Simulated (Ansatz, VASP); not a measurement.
# Cross-check of LaYO2F2 between VASP and Ansatz, part 2 of 2

Wanted: the spread between two codes on one cell, functional and k mesh. The cell is generated by rule, not measured, and may not be a known phase. The cell is taken from a series of runs on this material, whose earlier steps may have relaxed, scaled, displaced or heated it; both programs get it as it stands.

VASP 6.6.1 and Ansatz 0.2.0.

So far: Starting point; VASP: relaxation of cell and atoms, PBEsol.

The structure was built from a prototype and need not be the compound's stable phase.

## Step 3: Ansatz: relaxation of cell and atoms, PBEsol

Level of this step: Ansatz beside VASP: Kohn-Sham DFT, plane waves, PBEsol (Ansatz).

Ansatz runs on norm-conserving files, of PseudoDojo where its log says so.

The same cell, functional, mesh and smearing now go to Ansatz, which takes its cutoff from its data sets.

File input.yaml:

```yaml
crystal:
  lattice:
    - [1.949901663, 1.12577625, 6.4453478031]
    - [-1.949901663, 1.12577625, 6.4453478031]
    - [0.0, -2.2515525, 6.4453478031]
  atoms:
    - { symbol: La, position: [0.2585638564, 0.2585638564, 0.2585638564] }
    - { symbol: "Y", position: [0.7419332058, 0.7419332058, 0.7419332058] }
    - { symbol: O, position: [0.3818431327, 0.3818431327, 0.3818431327] }
    - { symbol: O, position: [0.6264467755, 0.6264467755, 0.6264467755] }
    - { symbol: F, position: [0.1254173707, 0.1254173707, 0.1254173707] }
    - { symbol: F, position: [0.8657956589, 0.8657956589, 0.8657956589] }
kpoints:
  mp_grid: { grid: [6, 6, 6] }
hamiltonian:
  xc: pbesol
  pseudopotentials: { kind: nc }
scf:
  occupations: { method: gaussian, width: 0.02 }
output:
  forces: true
  stress: true
  eigenvalues: true
relax:
  adjacent_minimum: "off"
  f_tol: 0.005
  max_steps: 80
  cell: { stress_tol: 0.05 }
```

Command:

```bash
$ ansatz run input.yaml --threads 8 --pin off --max-ram 14336MiB --backend cpu --events-out ev --progress --plain --runs-dir out
```

Numbers of over 12 decimals in the logs are rounded to 6 here.

The program printed:

```text
basis.fft_grid_basis auto: the FFT boxes are laid along the combinations [[1, 0, -1], [0, 1, -1], [0, 0, 1]] of the cell's own vectors, 3.900, 3.900 and 6.827 Å long. The dense box has 50×50×90 points. Along the cell's own vectors, as sized, it would have 90×90×90, 3.24 times as many. Of the 6 symmetry operations that the crystal satisfies within crystal.symmetry.tolerance (time reversal apart; of a slab, those that  [...]
Engine: ansatz 0.2.0, aarch64-unknown-linux-gnu
Pseudopotentials: kind: nc
Pseudopotential: La, nc, valence charge 11, recommended cutoff 1496.626244 eV (normal), La.nc.azcp (PseudoDojo's, or run here from an input of PseudoDojo's: the run reads no file of this project's for it)
Pseudopotential: Y, nc, valence charge 11, recommended cutoff 979.609905 eV (normal), Y.nc.azcp (PseudoDojo's, or run here from an input of PseudoDojo's: the run reads no file of this project's for it)
Pseudopotential: O, nc, valence charge 6, recommended cutoff 1142.878222 eV (normal), O.nc.azcp (PseudoDojo's, or run here from an input of PseudoDojo's: the run reads no file of this project's for it)
Pseudopotential: F, nc, valence charge 7, recommended cutoff 1142.878222 eV (normal), F.nc.azcp (PseudoDojo's, or run here from an input of PseudoDojo's: the run reads no file of this project's for it)
Functional definition: PBEsol
  exchange = pbesol_x
  correlation = pbesol_c
Crystal: 6 atoms, lattice volume = 84.891 Å³
Basis set: ecut = 1496.626244 eV, 11213 PW (Γ), FFT grids on a1−a3, a2−a3, a3, exchange–correlation on 100×100×180 points (8 copies of the dense FFT grid, shifted against one another)
Bands: 30, of which v1, the nominal top of the filled ones, is band 24 counted from 1 (23 counted from 0)
Symmetry: 6 space group operations
Space group: R3m (ITA 160), of the structure as read, at distance tolerance 4.4e-5 Å
k-points: 32 of 216 (time reversal used)
Non-local potential: La, projectors of the file, l = 0: 2, l = 1: 2, l = 2: 2, l = 3: 2
Non-local potential: Y, projectors of the file, l = 0: 2, l = 1: 2, l = 2: 2
Non-local potential: O, projectors of the file, l = 0: 2, l = 1: 2, l = 2: 1
Non-local potential: F, projectors of the file, l = 0: 2, l = 1: 2, l = 2: 1
Initial density: superposition of atomic densities (chi_scale 0.1, normalization cell, long waves kept (reshape's long-wave potential 0.29 eV rms))
Initial wavefunctions: pseudopotential atomic-orbital guess
Functional: x = pbesol(κ = 0.804, μ = 0.123457), c = pbesol(β = 0.046)
SCF iter   1: F=—  HF=-4331.237772 eV  |F-HF|=—  |Δ(HF+E_count)|=         —  Δρ=6.35e-1  dr2=5.88e2  ethr=3.10e-3  ⟨swp⟩=24.0  Hψ=12255  notcnv=0  defer=22
preconditioner: auto → Kerker (q_TF=auto, 2.481 Å⁻¹)  [metal: Δε(μ)=0.006 eV  Ē_g=11.240 eV  σ=0.020 eV  W_gap=0.16  n_scr=28 (ndim 8)  ℏωp=26.7 eV  f_vac=0.000  D(μ)=44.50/eV (n_scr^D=1296)]
SCF iter   2: F=—  HF=-4337.725078 eV  |F-HF|=—  |Δ(HF+E_count)|=    6.49e0  Δρ=3.31e-1  dr2=5.97e1  ethr=3.10e-3  ⟨swp⟩=10.6  Hψ=5373  notcnv=0  defer=49
preconditioner: auto → Resta (q_TF=auto, 2.481 Å⁻¹)  ε∞=3.3  [insulator: Δε(μ)=4.698 eV  Ē_g=17.550 eV  σ=0.020 eV  W_gap=1.00  n_scr=28 (ndim 8)  ℏωp=26.7 eV  f_vac=0.001  D(μ)=0.00/eV (n_scr^D=0)  ε∞_Penn≈3.3]
SCF iter   3: F=—  HF=-4321.240153 eV  |F-HF|=—  |Δ(HF+E_count)|=    1.65e1  Δρ=1.63e-1  dr2=1.87e1  ethr=3.10e-3  ⟨swp⟩=6.9  Hψ=3187  notcnv=0  defer=43
SCF iter   4: F=—  HF=-4315.196513 eV  |F-HF|=—  |Δ(HF+E_count)|=    6.04e0  Δρ=6.63e-2  dr2=4.79e0  ethr=3.10e-3  ⟨swp⟩=6.7  Hψ=2512  notcnv=0  defer=48
SCF iter   5: F=—  HF=-4313.720690 eV  |F-HF|=—  |Δ(HF+E_count)|=    1.48e0  Δρ=3.83e-2  dr2=1.63e0  ethr=3.10e-3  ⟨swp⟩=6.0  Hψ=2434  notcnv=0  defer=72
SCF iter   6: F=—  HF=-4313.415769 eV  |F-HF|=—  |Δ(HF+E_count)|=   3.05e-1  Δρ=2.03e-2  dr2=6.33e-1  ethr=3.10e-3  ⟨swp⟩=5.2  Hψ=1733  notcnv=0  defer=63
SCF iter   7: F=—  HF=-4313.231226 eV  |F-HF|=—  |Δ(HF+E_count)|=   1.85e-1  Δρ=9.61e-3  dr2=1.31e-1  ethr=1.32e-3  ⟨swp⟩=6.5  Hψ=2334  notcnv=0  defer=62
SCF iter   8: F=—  HF=-4313.198122 eV  |F-HF|=—  |Δ(HF+E_count)|=   3.31e-2  Δρ=5.16e-3  dr2=3.55e-2  ethr=2.74e-4  ⟨swp⟩=6.7  Hψ=2275  notcnv=0  defer=66
SCF iter   9: F=—  HF=-4313.189393 eV  |F-HF|=—  |Δ(HF+E_count)|=   8.73e-3  Δρ=2.73e-3  dr2=1.02e-2  ethr=7.41e-5  ⟨swp⟩=6.1  Hψ=2216  notcnv=0  defer=67
SCF iter  10: F=—  HF=-4313.185775 eV  |F-HF|=—  |Δ(HF+E_count)|=   3.62e-3  Δρ=7.00e-4  dr2=3.73e-4  ethr=2.13e-5  ⟨swp⟩=7.1  Hψ=2491  notcnv=0  defer=67
SCF iter  11: F=—  HF=-4313.185826 eV  |F-HF|=—  |Δ(HF+E_count)|=   5.03e-5  Δρ=1.83e-4  dr2=2.03e-5  ethr=7.78e-7  ⟨swp⟩=3.9  Hψ=1890  notcnv=0  defer=53
[...]
iter 1 solved again at ethr=1.27e-7 eV; its pass at ethr=3.10e-3 eV (dr2=6.11e-5 eV) is discarded
SCF iter   1: F=—  HF=-4313.186027 eV  |F-HF|=—  |Δ(HF+E_count)|=         —  Δρ=3.12e-4  dr2=7.76e-5  ethr=1.27e-7  ⟨swp⟩=3.2  Hψ=6949  notcnv=0
preconditioner: auto → Resta (q_TF=auto, 2.480 Å⁻¹)  ε∞=4.3  [insulator: Δε(μ)=4.493 eV  Ē_g=14.698 eV  σ=0.020 eV  W_gap=1.00  n_scr=28 (ndim 8)  ℏωp=26.7 eV  f_vac=0.057  D(μ)=0.00/eV (n_scr^D=0)  ε∞_Penn≈4.3]
SCF iter   2: F=—  HF=-4313.186005 eV  |F-HF|=—  |Δ(HF+E_count)|=   2.18e-5  Δρ=1.59e-4  dr2=1.89e-5  ethr=1.27e-7  ⟨swp⟩=2.2  Hψ=1479  notcnv=0
SCF iter   3: F=—  HF=-4313.186000 eV  |F-HF|=—  |Δ(HF+E_count)|=   5.35e-6  Δρ=6.32e-5  dr2=4.10e-6  ethr=3.94e-8  ⟨swp⟩=2.0  Hψ=1590  notcnv=0
SCF iter   4: F=—  HF=-4313.185999 eV  |F-HF|=—  |Δ(HF+E_count)|=   6.99e-7  Δρ=2.12e-5  dr2=4.31e-7  ethr=8.53e-9  ⟨swp⟩=2.0  Hψ=1461  notcnv=0
SCF iter   5: F=—  HF=-4313.185999 eV  |F-HF|=—  |Δ(HF+E_count)|=   1.29e-7  Δρ=1.32e-5  dr2=1.32e-7  ethr=2.17e-10  ⟨swp⟩=10.4  Hψ=5751  notcnv=0
SCF iter   6: F=-4313.185999 eV  HF=-4313.185999 eV  |F-HF|=1.32e-8  |Δ(HF+E_count)|=   4.16e-9  Δρ=3.38e-6  dr2=8.19e-9  ethr=2.17e-10  ⟨swp⟩=6.3  Hψ=4066  notcnv=0
SCF 3 converged in 6 iterations: F = -4313.185999 eV  dr2 = 8.19e-9
relax step   3: F+E_penalty+E_count = -4313.18599944 eV  Δ(F+E_penalty+E_count) = -1.675e-4 eV  max|allowed force component| = 1.243e-2 eV/Å  Δτ_max = 0.0023 Å  P = -0.033 GPa  Ω = 85.100 Å³  energy of the carried Pulay correction = -5.328e-6 eV  (6 SCF iters, dr2 threshold 1.04e-7 eV, accepted)
[...]
relax step   4: F+E_penalty+E_count = -4313.18600690 eV  Δ(F+E_penalty+E_count) = -7.460e-6 eV  max|allowed force component| = 3.623e-3 eV/Å  Δτ_max = 0.0005 Å  P = +0.013 GPa  Ω = 85.078 Å³  energy of the carried Pulay correction = -4.762e-6 eV  (5 SCF iters, dr2 threshold 9.65e-9 eV, accepted)
[...]
relax step   5: F+E_penalty+E_count = -4313.18601173 eV  Δ(F+E_penalty+E_count) = -4.832e-6 eV  max|allowed force component| = 3.624e-3 eV/Å  Δτ_max = 0.0000 Å  P = +0.013 GPa  Ω = 85.078 Å³  stress off target by 2.70e-2 GPa  SCF on the basis re-selected at this cell (its energy is not comparable with the rows above)  (7 SCF iters)
basis re-selected at this cell: Δ(F+E_penalty+E_count) = -4.832e-6 eV, ΔP = +0.000 GPa vs the last step (what re-selecting the basis moved, of the pressure what is left beyond the Pulay correction that the steps carried, after the strain that the cell walked since its last selection, with what the two solves' SCF thresholds leave and, on support functions, any second-order correction that the steps lacked; it is no m [...]
SCF converged after 7 iterations
Free energy (F): -4313.186012 eV
Harris-Foulkes:  -4313.186012 eV  (|F-HF|=1.64e-11)
Internal energy: -4313.186012 eV  (E = F + TS)
E sigma→0 (E₀):  -4313.186012 eV
Fermi energy:    10.878895 eV
--- Per-component energies (eV) ---
  E_band       = -129.891844
  E_kinetic    = 2031.969014
  E_local      = -2908.169867  (includes V_loc(G=0)·N_el)
  E_nonlocal   = -67.149210
  E_hartree    = 884.471264
  E_xc         = -967.561954
  E_vxc        = -955.484294  (∫ρ·V_xc dr)
  E_ewald      = -3286.745257
  E_smearing   = -0.000000  (= −TS)
  E_closure    = -0.000000  (closes the sum)
  Σ components = -4313.186012   (vs F -4313.186012, Δ=0.00e0)
--- Forces (eV/Å), atoms counted from 1 ---
  atom   1  La     0.00000000     0.00000000    -0.00362328
  atom   2  Y      0.00000000     0.00000000     0.00132882
  atom   3  O      0.00000000     0.00000000    -0.00092944
  atom   4  O      0.00000000    -0.00000000     0.00341816
  atom   5  F      0.00000000     0.00000000    -0.00293901
  atom   6  F     -0.00000000     0.00000000     0.00275047
  max |Σ_I F_I| component: 5.72e-6 eV/Å
--- Stress (GPa, compression-positive) ---
        0.005501       0.000000       0.000000
        0.000000       0.005501       0.000000
        0.000000       0.000000       0.027012
  P = ⅓ Tr σ = 0.0127 GPa (0.127 kbar)
--- Band table (eV; the first three rows and the last of 32) ---
  k-point 0: bands = [... 20 lower, 6.9666, 7.6479, 7.6479, 8.3997, 13.6028, 14.2098, 14.2571, 14.2571, ... 2 higher]
  k-point 1: bands = [... 20 lower, 7.0561, 7.5830, 7.7394, 8.3584, 13.7172, 14.1482, 14.1983, 14.3066, ... 2 higher]
  k-point 2: bands = [... 20 lower, 7.3547, 7.7412, 8.0309, 8.3081, 13.5412, 14.0656, 14.1238, 14.2590, ... 2 higher]
  k-point 31: bands = [... 20 lower, 6.9433, 7.5841, 7.5841, 8.0961, 13.7396, 14.2282, 14.2282, 14.3367, ... 2 higher]
--- Relaxed structure (4 steps of the walk, 4 accepted, 1 SCFs on fresh bases) ---
  F+E_penalty+E_count = -4313.18601173 eV   max|allowed force component| = 3.624e-3 eV/Å   (the final SCF, on the basis selected at the relaxed cell)
  cell:  # Å, volume = 85.0779 Å³
    - [1.950703, 1.126239, 6.454220]
    - [-1.950703, 1.126239, 6.454220]
    - [0, -2.252478, 6.454220]
  atoms:
    - { symbol: La, position: [0.258672, 0.258672, 0.258672] }
    - { symbol: Y, position: [0.741886, 0.741886, 0.741886] }
    - { symbol: O, position: [0.381822, 0.381822, 0.381822] }
    - { symbol: O, position: [0.626487, 0.626487, 0.626487] }
    - { symbol: F, position: [0.125328, 0.125328, 0.125328] }
    - { symbol: F, position: [0.865805, 0.865805, 0.865805] }
```

## Step 4: Differences

Known differences besides the potentials themselves: the cutoff is 1496.63 eV in Ansatz and 600 eV in VASP; Ansatz adds a Pulay correction to the stress that steers its cell, VASP none. Total energies have different zeros and are not compared.

Compared:

```csv
quantity,Ansatz,VASP,difference
volume (Å³),85.08,85.09,-0.02 %
"edge a after relaxation, in the typed setting (Å)",6.836,6.835,+0.01 %
```

## Step 5: Summary of results

```yaml
difference_in_volume_relaxation_of_cell_and_atoms_pbesol: -0.018 %
```

What this shows: The difference in volume is -0.018 % (relaxation of cell and atoms, PBEsol), within the 1.2 % picked in this series as the mark of a large difference, as far as the stopping tolerances let one tell. Such differences can come from data sets, numerical settings and the points named under the comparisons, not from the functional's error against experiment.

[Lines on the potential files, build, host, timing and source positions are cut from VASP's logs without a mark.]

[Logs are printed without paths, hosts, clocks, repeated set-up lines and the standing remarks that a program may print on its own settings, such as how far it seeks lower states.]

[Hosts, paths, dates, database ids (printed as entryN), source tags and the programs' standing remarks are cut or masked in the printed files.]
